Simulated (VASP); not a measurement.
**C: single point with PBE**

Crystal: C.

```xyz
2
Lattice="0.0000 1.7674 1.7674 1.7674 0.0000 1.7674 1.7674 1.7674 0.0000" Properties=species:S:1:pos:R:3 pbc="T T T"
C     0.0000    0.0000    0.0000
C     0.8837    0.8837    0.8837
```

This isn't the form of C at room conditions, which is graphite.

The cell isn't the ideal one: a relaxed cell with its volume scaled by 0.97.

```
Program                : VASP 6.6.1
Task                   : single point
Functional             : PBE
Potentials or basis    : VASP PAW PBE potentials, release 64 (C)
Cutoff                 : 700 eV
k mesh                 : 14 × 14 × 14
Occupations            : gaussian, width 0.02 eV
Spin                   : no spin polarisation
Further INCAR settings : ALGO = Normal; EDIFF = 1e-07
```

| Property | Result |
| --- | --- |
| Pressure | 14.0 GPa |
| Band gap on the k mesh | 4.19 eV, indirect (least direct gap 5.67 eV) |

Levels at points of the mesh, in eV from the valence-band top:
```tsv
k point	band 1	band 2	band 3	band 4	band 5	band 6	band 7	band 8
(0.00, 0.00, 0.00)	-21.84	0.00	0.00	0.00	5.67	5.67	5.67	13.95
(0.50, 0.00, 0.00)	-15.91	-13.67	-2.87	-2.87	8.57	8.57	9.22	15.95
(0.50, 0.50, 0.00)	-12.96	-12.96	-6.46	-6.46	4.82	4.82	17.22	17.22
```

It took 4.7 s on 1 thread of Intel(R) Xeon(R) 6975P-C (Granite Rapids) (shared host), peak memory 0.13 GiB.

A k mesh can miss the band edges.
